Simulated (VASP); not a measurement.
Input:

```
CELL_PARAMETERS angstrom
      4.04867     0.00000     0.00000
      0.00000     4.04867     0.00000
      0.00000     0.00000     4.04867
ATOMIC_POSITIONS crystal
  Tl 0.00000 0.00000 0.00000
  Br 0.50000 0.50000 0.50000
```

Calculation: PBE GGA, VASP's PBE PAW potentials (set 64) (plane waves; VASP). Run with 480 eV cut-off, 6×6×6 Γ-centred mesh, Gaussian smearing of 0.050 eV, potentials Tl_d Br.

Unless said otherwise, spin-orbit coupling is left out, though it shifts the bands of the heavy elements here.

Problem. Predict the energy per atom (σ→0), band gap (on the k-mesh) with the smallest direct gap where there is one.

Solution. 
```yaml
band gap (on the k-mesh): 1.99 eV
smallest direct gap (on the k-mesh): 1.99 eV
energy per atom (σ→0): -2.773 eV/atom
```

Only differences to runs with the same potentials and settings are physical.

The compound is TlBr in the CsCl type structure. It was relaxed first. The start is the result of an earlier pass.
